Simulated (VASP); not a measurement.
# ZnAu: the relaxed cell at several levels of theory, part 2 of 3

Which functional gives which lattice for ZnAu? The starting structure is a measured crystal structure from the Crystallography Open Database. The first relaxation on each setting starts from this cell expanded by 3 % in volume.

VASP 6.6.1.

Results so far: PBEsol 15.32 Å³ an atom; LDA 14.89 Å³ an atom; PBE 16.19 Å³ an atom.

**5. Relaxation with PBEsol + D3(BJ)**

Level of this step: PBEsol with D3(BJ); plane waves and PAW (Au, Zn) (VASP).

D3 with Becke-Johnson damping keeps a finite attraction at short range. This run starts from the cell of an earlier relaxation, which isn't shown; the restart sets up the plane waves anew.

File INCAR:

```
SYSTEM = ZnAu
PREC = Accurate
ENCUT = 450
EDIFF = 1E-06
NELM = 100
ISMEAR = 1
SIGMA = 0.15
LREAL = .FALSE.
ALGO = Normal
GGA = PS
IVDW = 12
NBANDS = 17
LORBIT = 11
LWAVE = .FALSE.
LCHARG = .FALSE.
KPAR = 4
IBRION = 2
NSW = 50
ISIF = 3
EDIFFG = -0.006
```

File POSCAR:

```
ZnAu
1.0
    3.0901754288      0.0000000000      0.0000000000
    0.0000000000      3.0901754288      0.0000000000
    0.0000000000      0.0000000000      3.0901754288
Au Zn
1 1
Direct
    0.0000000000      0.0000000000      0.0000000000
    0.5000000000      0.5000000000      0.5000000000
```

File KPOINTS:

```
Automatic mesh
0
Gamma
14 14 14
0 0 0
```

PAW data sets: Au and Zn (PBE family, release 64).

The run is started by

```console
$ mpirun -np 4 vasp_std
```

Output:

```text
[banner, memory and clock lines left out]
running    4 mpi-ranks, on    1 nodes
[...]
[... a notice as in an earlier step ...]

 LDA part: xc-table for (Slater+PW92), standard interpolation
 POSCAR, INCAR and KPOINTS ok, starting setup
[...]
entering main loop
       N       E                     dE             d eps       ncg     rms          rms(c)
DAV:   1     0.113796363041E+03    0.11380E+03   -0.10726E+04  4296   0.160E+03
DAV:   2    -0.256117459300E+01   -0.11636E+03   -0.11181E+03  4156   0.298E+02
DAV:   3    -0.649346471179E+01   -0.39323E+01   -0.39121E+01  4645   0.621E+01
DAV:   4    -0.652183907265E+01   -0.28374E-01   -0.28369E-01  4595   0.458E+00
[...]
DAV:   9    -0.592722918558E+01   -0.11257E-04   -0.32351E-04  5026   0.269E-01    0.588E-02
DAV:  10    -0.592723624492E+01   -0.70593E-05   -0.24043E-05  5017   0.557E-02    0.202E-02
DAV:  11    -0.592723636448E+01   -0.11956E-06   -0.28481E-06  3567   0.213E-02
   1 F= -.69969726E+01 E0= -.69964756E+01  d E =-.699697E+01
[...]
reached required accuracy - stopping structural energy minimisation
```

Wall time 10 s (4 MPI ranks of AMD EPYC 7R43, shared host); peak memory 0.63 GiB; 38 s of CPU time.

OUTCAR, selected parts (step 5):

```text
 Edisp (eV)   -1.06974

  Total      -0.00670    -0.00670    -0.00670    -0.00000     0.00000    -0.00000
  in kB      -0.36398    -0.36398    -0.36398    -0.00000     0.00000    -0.00000
  external pressure =       -0.36 kB  Pullay stress =        0.00 kB

 POSITION                                       TOTAL-FORCE (eV/Angst)
 -----------------------------------------------------------------------------------
      0.00000      0.00000      0.00000         0.000000      0.000000      0.000000
      1.54509      1.54509      1.54509         0.000000      0.000000      0.000000
 -----------------------------------------------------------------------------------
    total drift:                                0.000000      0.000000     -0.000000

  FREE ENERGIE OF THE ION-ELECTRON SYSTEM (eV)
  ---------------------------------------------------
  free  energy   TOTEN  =        -6.9969725501 eV

  energy  without entropy=       -6.9954818197  energy(sigma->0) =       -6.99647564

[... 2 parts as in an earlier step ...]

[... 2 further parts left out ...]
[key lines of the parts left out:]
E-fermi :   7.6073
```

With PBEsol + D3(BJ) the relaxed cell holds 14.754 Å³ an atom, -5.32 % against the measured cell, with a = 3.090 Å. That is -3.68 % from PBEsol. Pressures at 0.985 and 1.015 times this volume, from two more relaxations that aren't shown, give a bulk modulus of 163.2 GPa.

**6. Relaxation with r2SCAN**

r2SCAN adds the kinetic-energy density, costs more than a GGA and is run with LASPH.

INCAR, as its differences from that of step 5:

```diff
@@ -9,4 +9,4 @@
 ALGO = Normal
-GGA = PS
-IVDW = 12
+METAGGA = R2SCAN
+LASPH = .TRUE.
 NBANDS = 17
```

File POSCAR:

```
ZnAu
1.0
    3.1781604424      0.0000000000      0.0000000000
    0.0000000000      3.1781604424      0.0000000000
    0.0000000000      0.0000000000      3.1781604424
Au Zn
1 1
Direct
    0.0000000000      0.0000000000      0.0000000000
    0.5000000000      0.5000000000      0.5000000000
```

KPOINTS is that of step 5.

The run is started by

```console
$ mpirun -np 4 vasp_std
```

Output:

```text
[banner, memory and clock lines left out]
running    4 mpi-ranks, on    1 nodes
[...]
[... a notice as in an earlier step ...]

 LDA part: xc-table for (None), standard interpolation
 POSCAR, INCAR and KPOINTS ok, starting setup
[...]
entering main loop
       N       E                     dE             d eps       ncg     rms          rms(c)
DAV:   1     0.605161946802E+02    0.60516E+02   -0.10918E+04  4232   0.161E+03
DAV:   2    -0.609177771894E+02   -0.12143E+03   -0.11626E+03  4185   0.305E+02
DAV:   3    -0.655035494404E+02   -0.45858E+01   -0.45610E+01  4649   0.680E+01
DAV:   4    -0.655395535006E+02   -0.36004E-01   -0.35994E-01  4623   0.524E+00
[...]
DAV:  13    -0.599229096689E+02    0.19060E-05   -0.18992E-06  4088   0.130E-02    0.185E-03
DAV:  14    -0.599229077403E+02    0.19286E-05   -0.32315E-07  2129   0.584E-03    0.363E-04
DAV:  15    -0.599229082466E+02   -0.50628E-06   -0.15579E-08  2105   0.148E-03
   1 F= -.59922908E+02 E0= -.59922531E+02  d E =-.599229E+02
[... from here on, the cycles between the ionic steps are left out ...]
   2 F= -.59926086E+02 E0= -.59925590E+02  d E =-.317818E-02
   3 F= -.59932376E+02 E0= -.59931910E+02  d E =-.946740E-02
   4 F= -.59932365E+02 E0= -.59931902E+02  d E =-.945628E-02
[...]
reached required accuracy - stopping structural energy minimisation
```

Wall time 2.5 min (4 MPI ranks); peak memory 0.62 GiB; 10 min of CPU time.

From OUTCAR (step 6):

```text
  Total       -0.0028019     -0.0028019     -0.0028019      0.0000000     -0.0000000      0.0000000
  in kB       -0.1435304     -0.1435304     -0.1435304      0.0000000     -0.0000000      0.0000000
  external PRESSURE =      -0.1435304 kB  Pullay stress =       0.0000000 kB

 POSITION                                       TOTAL-FORCE (eV/Angst)
 -----------------------------------------------------------------------------------
      0.00000      0.00000      0.00000         0.000000      0.000000      0.000000
      1.57534      1.57534      1.57534        -0.000000      0.000000      0.000000
 -----------------------------------------------------------------------------------
    total drift:                                0.000000      0.000000     -0.000000

  FREE ENERGIE OF THE ION-ELECTRON SYSTEM (eV)
  ---------------------------------------------------
  free  energy   TOTEN  =       -59.9323645240 eV

  energy  without entropy=      -59.9309783673  energy(sigma->0) =      -59.93190247

[... 2 parts as in an earlier step ...]

[... 2 further parts left out ...]
[key lines of the parts left out:]
E-fermi :   6.9379
```

With r2SCAN the relaxed cell holds 15.638 Å³ an atom, +0.35 % against the measured cell, with a = 3.151 Å. That is +2.09 % from PBEsol. Pressures at 0.985 and 1.015 times this volume, from two more relaxations that aren't shown, give a bulk modulus of 136.2 GPa.

**7. Relaxation with r2SCAN + rVV10**

rVV10 adds a nonlocal correlation energy for dispersion. This run starts from the cell of an earlier relaxation, which isn't shown; the restart sets up the plane waves anew.

INCAR, as its differences from that of step 6:

```diff
@@ -10,2 +10,6 @@
 METAGGA = R2SCAN
+LUSE_VDW = .TRUE.
+IVDW_NL = 2
+BPARAM = 11.95
+CPARAM = 0.0093
 LASPH = .TRUE.
```

File POSCAR:

```
ZnAu
1.0
    3.1386717720      0.0000000000      0.0000000000
    0.0000000000      3.1386717720      0.0000000000
    0.0000000000      0.0000000000      3.1386717720
Au Zn
1 1
Direct
    0.0000000000      0.0000000000      0.0000000000
    0.5000000000      0.5000000000      0.5000000000
```

KPOINTS is that of step 6.

The run is started by

```console
$ mpirun -np 4 vasp_std
```

Output:

```text
[banner, memory and clock lines left out]
running    4 mpi-ranks, on    1 nodes
[...]
|                                                                             |
|               ----> ADVICE to this user running VASP <----                  |
|                                                                             |
|     You have switched on vdW-DFT.                                           |
|     This routine was written and supplied by Jiri Klimes. We recommend      |
|     that you carefully read and cite the following publications:            |
|       J. Klimes, D.R. Bowler, A. Michelides                                 |
|          J. Phys.: Cond Matt. 22 022201 (2010)                              |
|       J. Klimes, D.R. Bowler, A. Michelides                                 |
|          Phys. Rev. B. 83, 195131 (2011)                                    |
|     and references therein.                                                 |
|                                                                             |

[...]
DAV:  13    -0.593909805335E+02    0.28427E-05   -0.18545E-06  4059   0.123E-02    0.178E-03
Total rVV10 correction in eV:      0.5387665    25.5540331
Total rVV10 correction in eV:      0.5387665    25.5540331
Total rVV10 correction in eV:      0.5387665    25.5540331
Total rVV10 correction in eV:      0.5387665    25.5540331
DAV:  14    -0.593909793568E+02    0.11767E-05   -0.14648E-07  2105   0.374E-03    0.277E-04
Total rVV10 correction in eV:      0.5387661    25.5540331
Total rVV10 correction in eV:      0.5387661    25.5540331
Total rVV10 correction in eV:      0.5387661    25.5540331
Total rVV10 correction in eV:      0.5387661    25.5540331
DAV:  15    -0.593909796846E+02   -0.32780E-06   -0.94939E-09  2094   0.108E-03
Total rVV10 correction in eV:      0.5387662    25.5540331
Total rVV10 correction in eV:      0.5387662    25.5540331
Total rVV10 correction in eV:      0.5387662    25.5540331
Total rVV10 correction in eV:      0.5387662    25.5540331
Total rVV10 correction in eV:      0.5387666    25.5540331
Total rVV10 correction in eV:      0.5387666    25.5540331
Total rVV10 correction in eV:      0.5387666    25.5540331
Total rVV10 correction in eV:      0.5387666    25.5540331
   1 F= -.59390980E+02 E0= -.59390490E+02  d E =-.593910E+02
[...]
reached required accuracy - stopping structural energy minimisation
```

Run time: 65 s. Hardware: 4 MPI ranks; peak memory 0.87 GiB.

From OUTCAR (step 7):

```text
  Total       -0.0101442     -0.0101442     -0.0101442     -0.0000000     -0.0000000     -0.0000000
  in kB       -0.5256428     -0.5256428     -0.5256428     -0.0000000     -0.0000000     -0.0000000
  external PRESSURE =      -0.5256428 kB  Pullay stress =       0.0000000 kB

 POSITION                                       TOTAL-FORCE (eV/Angst)
 -----------------------------------------------------------------------------------
      0.00000      0.00000      0.00000         0.000000      0.000000      0.000000
      1.56934      1.56934      1.56934         0.000000      0.000000      0.000000
 -----------------------------------------------------------------------------------
    total drift:                                0.000000      0.000000     -0.000000

  FREE ENERGIE OF THE ION-ELECTRON SYSTEM (eV)
  ---------------------------------------------------
  free  energy   TOTEN  =       -59.3909796846 eV

  energy  without entropy=      -59.3895091580  energy(sigma->0) =      -59.39048951

[... 2 parts as in an earlier step ...]

[... 2 further parts left out ...]
[key lines of the parts left out:]
E-fermi :   7.0593
```

With r2SCAN + rVV10 the relaxed cell holds 15.460 Å³ an atom, -0.79 % against the measured cell, with a = 3.139 Å. That is +0.92 % from PBEsol. Pressures at 0.985 and 1.015 times this volume, from two more relaxations that aren't shown, give a bulk modulus of 143.8 GPa.

**8. Relaxation with vdW-DF-cx**

vdW-DF-cx takes its exchange from the same plasmon model as its correlation. This run starts from the cell of an earlier relaxation, which isn't shown; the restart sets up the plane waves anew.

INCAR, as its differences from that of step 7:

```diff
@@ -9,7 +9,5 @@
 ALGO = Normal
-METAGGA = R2SCAN
+GGA = CX
+AGGAC = 0
 LUSE_VDW = .TRUE.
-IVDW_NL = 2
-BPARAM = 11.95
-CPARAM = 0.0093
 LASPH = .TRUE.
```

File POSCAR:

```
ZnAu
1.0
    3.1404203141      0.0000000000      0.0000000000
    0.0000000000      3.1404203141      0.0000000000
    0.0000000000      0.0000000000      3.1404203141
Au Zn
1 1
Direct
    0.0000000000      0.0000000000      0.0000000000
    0.5000000000      0.5000000000      0.5000000000
```

KPOINTS is that of step 7.

The run is started by

```console
$ mpirun -np 4 vasp_std
```

Output:

```text
[banner, memory and clock lines left out]
running    4 mpi-ranks, on    1 nodes
[...]
[... a notice as in an earlier step ...]

 [... a notice as in an earlier step ...]

 LDA part: xc-table for (Slater+PW92), standard interpolation
 POSCAR, INCAR and KPOINTS ok, starting setup
[...]
entering main loop
       N       E                     dE             d eps       ncg     rms          rms(c)
DAV:   1     0.120950674185E+03    0.12095E+03   -0.10658E+04  4208   0.158E+03
DAV:   2     0.404256262322E+01   -0.11691E+03   -0.11189E+03  4151   0.295E+02
DAV:   3    -0.113115431263E-01   -0.40539E+01   -0.40325E+01  4677   0.627E+01
DAV:   4    -0.409580790124E-01   -0.29647E-01   -0.29639E-01  4600   0.470E+00
[...]
DAV:   9     0.472137936001E+00    0.20329E-07   -0.29252E-04  5258   0.321E-01    0.682E-02
DAV:  10     0.472123154370E+00   -0.14782E-04   -0.44254E-05  4545   0.750E-02    0.181E-02
DAV:  11     0.472122559283E+00   -0.59509E-06   -0.33673E-06  4318   0.338E-02
[...]
DAV:   4     0.472141981330E+00    0.18202E-04   -0.89443E-06  5844   0.950E-02    0.175E-02
DAV:   5     0.472145187111E+00    0.32058E-05   -0.35178E-06  4186   0.207E-02    0.158E-03
DAV:   6     0.472145238922E+00    0.51811E-07   -0.30122E-07  2088   0.773E-03
   2 F= 0.47214524E+00 E0= 0.47261203E+00  d E =0.226796E-04
 trial-energy change:    0.000023  1 .order    0.000008   -0.000051    0.000067
 step:   0.2804(harm=  0.4333)  dis= 0.00000  next Energy=     0.472116 (dE=-0.681E-05)
[...]
N       E                     dE             d eps       ncg     rms          rms(c)
DAV:   1     0.471546647027E+00   -0.59854E-03   -0.75126E-03  4298   0.152E+00    0.158E-01
DAV:   2     0.472074802449E+00    0.52816E-03   -0.15135E-03  4627   0.856E-01    0.555E-02
DAV:   3     0.472107129944E+00    0.32327E-04   -0.56904E-05  4143   0.748E-02    0.360E-02
DAV:   4     0.472117333311E+00    0.10203E-04   -0.44738E-06  4853   0.678E-02    0.123E-02
DAV:   5     0.472119221376E+00    0.18881E-05   -0.21618E-06  3245   0.153E-02    0.120E-03
DAV:   6     0.472119165750E+00   -0.55626E-07   -0.20561E-07  2071   0.631E-03
   3 F= 0.47211917E+00 E0= 0.47258217E+00  d E =-.339353E-05
[...]
reached required accuracy - stopping structural energy minimisation
```

Run time: 52 s. Hardware: 4 MPI ranks; peak memory 1.1 GiB.

From OUTCAR (step 8):

```text
  Total        0.0042263      0.0042263      0.0042263     -0.0000000      0.0000000     -0.0000000
  in kB        0.2187469      0.2187469      0.2187469     -0.0000000      0.0000000     -0.0000000
  external PRESSURE =       0.2187469 kB  Pullay stress =       0.0000000 kB

 POSITION                                       TOTAL-FORCE (eV/Angst)
 -----------------------------------------------------------------------------------
      0.00000      0.00000      0.00000         0.000000      0.000000      0.000000
      1.56993      1.56993      1.56993        -0.000000     -0.000000      0.000000
 -----------------------------------------------------------------------------------
    total drift:                                0.000000      0.000000     -0.000000

  FREE ENERGIE OF THE ION-ELECTRON SYSTEM (eV)
  ---------------------------------------------------
  free  energy   TOTEN  =         0.4721191657 eV

  energy  without entropy=        0.4735081637  energy(sigma->0) =        0.47258217

[... 2 parts as in an earlier step ...]

[... 2 further parts left out ...]
[key lines of the parts left out:]
E-fermi :   7.0204
```

With vdW-DF-cx the relaxed cell holds 15.477 Å³ an atom, -0.68 % against the measured cell, with a = 3.140 Å. That is +1.04 % from PBEsol. Pressures at 0.985 and 1.015 times this volume, from two more relaxations that aren't shown, give a bulk modulus of 138.0 GPa.

[end of part 2 of 3]

[Lines on the potential files, build, host, timing and source positions are cut from VASP's logs without a mark.]

[Logs are printed without paths, hosts, clocks, repeated set-up lines and the standing remarks that a program may print on its own settings, such as how far it seeks lower states.]

[Hosts, paths, dates, database ids (printed as entryN), source tags and the programs' standing remarks are cut or masked in the printed files.]
